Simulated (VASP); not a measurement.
Output of a VASP run:

**OSZICAR**
```
       N       E                     dE             d eps       ncg     rms          rms(c)
DAV:   1     0.906409642475E+02    0.90641E+02   -0.81995E+03   552   0.102E+03
DAV:   2    -0.301709130705E+01   -0.93658E+02   -0.90696E+02   625   0.272E+02
DAV:   3    -0.662993415465E+01   -0.36128E+01   -0.36069E+01   600   0.545E+01
DAV:   4    -0.665481099699E+01   -0.24877E-01   -0.24875E-01   610   0.451E+00
DAV:   5    -0.665517304856E+01   -0.36205E-03   -0.36205E-03   610   0.522E-01    0.857E+00
DAV:   6    -0.613043153927E+01    0.52474E+00   -0.10406E+00   747   0.142E+01    0.671E+00
DAV:   7    -0.611050911549E+01    0.19922E-01   -0.21922E-01   535   0.375E+00    0.328E+00
DAV:   8    -0.611068227221E+01   -0.17316E-03   -0.21718E-02   560   0.226E+00    0.320E-01
DAV:   9    -0.611047760311E+01    0.20467E-03   -0.28958E-03   600   0.920E-01    0.827E-02
DAV:  10    -0.611061889165E+01   -0.14129E-03   -0.29397E-04   550   0.185E-01    0.769E-02
DAV:  11    -0.611069370298E+01   -0.74811E-04   -0.11198E-04   533   0.122E-01    0.209E-02
DAV:  12    -0.611068656786E+01    0.71351E-05   -0.50306E-05   635   0.104E-01    0.878E-03
DAV:  13    -0.611068770604E+01   -0.11382E-05   -0.47386E-06   535   0.183E-02    0.540E-03
DAV:  14    -0.611068765794E+01    0.48095E-07   -0.13060E-07   315   0.325E-03
   1 F= -.61106877E+01 E0= -.61106877E+01  d E =-.338854E-12
```

### OUTCAR
```
------------------------ aborting loop because EDIFF is reached ----------------------------------------
  FORCE on cell =-STRESS in cart. coord.  units (eV):
  Direction    XX          YY          ZZ          XY          YZ          ZX
  --------------------------------------------------------------------------------------
  Total        1.0236684      1.0236684      1.0236684      0.0000000      0.0000000     -0.0000000
  in kB       33.2782850     33.2782850     33.2782850      0.0000000      0.0000000     -0.0000000
  external PRESSURE =      33.2782850 kB  Pullay stress =       0.0000000 kB
  volume of cell :       49.28
      direct lattice vectors                 reciprocal lattice vectors
     0.000000000  2.910000000  2.910000000    -0.171821306  0.171821306  0.171821306
     2.910000000  0.000000000  2.910000000     0.171821306 -0.171821306  0.171821306
     2.910000000  2.910000000  0.000000000     0.171821306  0.171821306 -0.171821306
  FREE ENERGIE OF THE ION-ELECTRON SYSTEM (eV)
  ---------------------------------------------------
  free  energy   TOTEN  =        -6.1106876579 eV

  energy  without entropy=       -6.1106876579  energy(sigma->0) =       -6.11068766
```
(Selected blocks of OUTCAR.)

### POSCAR
```
CdS
1
    0.0000000000     2.9100000000     2.9100000000
    2.9100000000     0.0000000000     2.9100000000
    2.9100000000     2.9100000000     0.0000000000
Cd S
1 1
Direct
  0.0000000000   0.0000000000   0.0000000000
  0.2500000000   0.2500000000   0.2500000000
```

Problem. Write an INCAR and KPOINTS that could have produced this output.

Solution. One answer among several that fit: the input of the run itself, PBE GGA, plane waves, VASP's PBE PAW potentials (set 64).

File KPOINTS:
```
Automatic mesh
0
Gamma
7 7 7
0 0 0
```

### INCAR
```
SYSTEM = CdS
PREC = Low
ENCUT = 400
EDIFF = 1E-6
NELM = 100
ALGO = Normal
LREAL = .FALSE.
LASPH = .TRUE.
ISMEAR = 0
SIGMA = 0.05
GGA = PE
LMAXMIX = 4
LWAVE = .FALSE.
LCHARG = .FALSE.
ISIF = 2
```

POTCAR, in this order: Cd S (PBE.64 set). Program: vasp_std.

The compound is CdS in the zinc blende structure, a metastable form; wurtzite is the usual one. The cell was not relaxed at this level. The run is one of a series of settings (PREC = Low against the base run), some of them coarse on purpose.
